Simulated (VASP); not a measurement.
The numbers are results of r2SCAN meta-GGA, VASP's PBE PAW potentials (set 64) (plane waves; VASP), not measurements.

A VASP calculation is set up with these files.

### POSCAR
```
K
1
   -2.6400000000     2.6400000000     2.6400000000
    2.6400000000    -2.6400000000     2.6400000000
    2.6400000000     2.6400000000    -2.6400000000
K
1
Direct
  0.0000000000   0.0000000000   0.0000000000
```

**INCAR**
```
# general
SYSTEM  = K
PREC    = Accurate
ENCUT   = 520   # plane-wave cut-off (eV)
LREAL   = .False.   # projection in real space or not
LASPH   = .True.

# electronic loop
EDIFF   = 1E-6   # SCF stop (eV)
NELM    = 100   # most electronic steps
ALGO    = Normal
LMIXTAU = .True.

# smearing
ISMEAR  = 1   # Methfessel-Paxton
SIGMA   = 0.1

# functional
METAGGA = R2SCAN

# ions
IBRION  = 2   # conjugate gradients
NSW     = 60
ISIF    = 3   # ions, shape and volume
EDIFFG  = -0.01   # ionic stop

# output
LWAVE   = .False.
LCHARG  = .False.
```

### KPOINTS
```
Automatic mesh
0
G
 9 9 9
```

POTCAR, in this order: K_sv (PBE.64 set). Program: vasp_std.

Task: What will the output report for the number of irreducible k-points (NKPTS), largest plane-wave count, number of space-group operations, FFT grid (NGX, NGY, NGZ)?

Result: 
| Property | Value |
|---|---|
| number of irreducible k-points (NKPTS) | 35 |
| largest plane-wave count | 2006 |
| number of space-group operations | 48 |
| FFT grid (NGX, NGY, NGZ) | 36 × 36 × 36 |

The compound is K in the bcc structure. This run relaxes it. Symmetry was kept, so distortions that lower it aren't found.
